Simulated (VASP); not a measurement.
Given:

```yaml
crystal:
  lattice:
    - [11.56740, 0.00000, 0.00000]
    - [0.00000, 11.56740, 0.00000]
    - [0.00000, 0.00000, 11.56740]
  atoms:
    - { symbol: Ge, position: [0.49833, 0.99814, 0.99934] }
    - { symbol: Ge, position: [0.63164, 0.11985, 0.11855] }
    - { symbol: Ge, position: [0.75076, 0.24933, 0.99971] }
    - { symbol: Ge, position: [0.87594, 0.37554, 0.12366] }
    - { symbol: Ge, position: [0.75083, 0.99808, 0.25166] }
    - { symbol: Ge, position: [0.87594, 0.12582, 0.37439] }
    - { symbol: Ge, position: [0.99866, 0.99871, 0.00084] }
    - { symbol: Ge, position: [0.12481, 0.12471, 0.12337] }
    - { symbol: Ge, position: [0.24668, 0.24686, 0.99947] }
    - { symbol: Ge, position: [0.37557, 0.37565, 0.11807] }
    - { symbol: Ge, position: [0.50104, 0.50077, 0.99935] }
    - { symbol: Ge, position: [0.62648, 0.62625, 0.12368] }
    - { symbol: Ge, position: [0.74878, 0.74883, 0.00116] }
    - { symbol: Ge, position: [0.87537, 0.87552, 0.12300] }
    - { symbol: Ge, position: [0.24695, 0.99704, 0.24877] }
    - { symbol: Ge, position: [0.37565, 0.11992, 0.37430] }
    - { symbol: Ge, position: [0.50404, 0.24307, 0.24613] }
    - { symbol: Ge, position: [0.63226, 0.37579, 0.37459] }
    - { symbol: Ge, position: [0.75084, 0.50083, 0.24912] }
    - { symbol: Ge, position: [0.87593, 0.62633, 0.37449] }
    - { symbol: Ge, position: [0.50119, 0.99708, 0.50288] }
    - { symbol: Ge, position: [0.62648, 0.12485, 0.62504] }
    - { symbol: Ge, position: [0.75058, 0.24696, 0.50325] }
    - { symbol: Ge, position: [0.87585, 0.37574, 0.62466] }
    - { symbol: Ge, position: [0.74887, 0.99879, 0.75109] }
    - { symbol: Ge, position: [0.87574, 0.12459, 0.87409] }
    - { symbol: Ge, position: [0.99768, 0.49845, 0.99945] }
    - { symbol: Ge, position: [0.11948, 0.63198, 0.11823] }
    - { symbol: Ge, position: [0.24954, 0.75055, 0.99941] }
    - { symbol: Ge, position: [0.37574, 0.87584, 0.12325] }
    - { symbol: Ge, position: [0.99766, 0.24719, 0.24898] }
    - { symbol: Ge, position: [0.12084, 0.37565, 0.37461] }
    - { symbol: Ge, position: [0.24299, 0.50468, 0.24578] }
    - { symbol: Ge, position: [0.37578, 0.63293, 0.37437] }
    - { symbol: Ge, position: [0.50123, 0.75116, 0.24885] }
    - { symbol: Ge, position: [0.62701, 0.87582, 0.37442] }
    - { symbol: Ge, position: [0.99749, 0.99781, 0.50057] }
    - { symbol: Ge, position: [0.12013, 0.12008, 0.63022] }
    - { symbol: Ge, position: [0.24445, 0.24373, 0.50644] }
    - { symbol: Ge, position: [0.37601, 0.37607, 0.63010] }
    - { symbol: Ge, position: [0.50441, 0.50499, 0.50724] }
    - { symbol: Ge, position: [0.63208, 0.63218, 0.63071] }
    - { symbol: Ge, position: [0.75099, 0.75064, 0.50057] }
    - { symbol: Ge, position: [0.87601, 0.87608, 0.62537] }
    - { symbol: Ge, position: [0.24953, 0.99763, 0.75275] }
    - { symbol: Ge, position: [0.37572, 0.12582, 0.87422] }
    - { symbol: Ge, position: [0.50136, 0.24725, 0.75277] }
    - { symbol: Ge, position: [0.62694, 0.37565, 0.87448] }
    - { symbol: Ge, position: [0.75078, 0.49852, 0.75234] }
    - { symbol: Ge, position: [0.87558, 0.62717, 0.87464] }
    - { symbol: Ge, position: [0.99757, 0.75063, 0.25157] }
    - { symbol: Ge, position: [0.12520, 0.87582, 0.37437] }
    - { symbol: Ge, position: [0.99750, 0.50099, 0.50306] }
    - { symbol: Ge, position: [0.12494, 0.62655, 0.62524] }
    - { symbol: Ge, position: [0.24662, 0.75094, 0.50331] }
    - { symbol: Ge, position: [0.37570, 0.87590, 0.62479] }
    - { symbol: Ge, position: [0.99742, 0.24944, 0.75258] }
    - { symbol: Ge, position: [0.12534, 0.37561, 0.87436] }
    - { symbol: Ge, position: [0.24699, 0.50113, 0.75296] }
    - { symbol: Ge, position: [0.37583, 0.62645, 0.87445] }
    - { symbol: Ge, position: [0.49836, 0.75076, 0.75245] }
    - { symbol: Ge, position: [0.62699, 0.87562, 0.87472] }
    - { symbol: Ge, position: [0.99883, 0.74912, 0.75120] }
    - { symbol: Ge, position: [0.12481, 0.87584, 0.87425] }
    - { symbol: Ge, position: [0.37623, 0.37705, 0.37425] }
```

These are HSE06 screened hybrid, VASP's PBE PAW potentials (set 64) (plane waves; VASP 6.6.1) values and carry that method's errors. Run with PREC = Normal, LREAL = Auto, ISYM = 0, EDIFF = 1E-5, 400 eV cut-off, 1×1×1 Γ-centred mesh, Gaussian smearing of 0.050 eV, potentials Ge.

The supercell is sampled at Γ alone, which is coarse: total energies, pressure and levels can be off, energies of defects by several tenths of an eV.

Predict the energy per atom (σ→0), largest force.

- energy per atom (σ→0) = -5.179 eV/atom
- largest force = 0.529 eV/Å

Only differences to runs with the same potentials and settings are physical.

The cell is a supercell with a defect, built from Ge (diamond): Ge_i. The cell's shape comes from a PBE relaxation. The run is not spin-polarised, so no state with unpaired spins was tried.
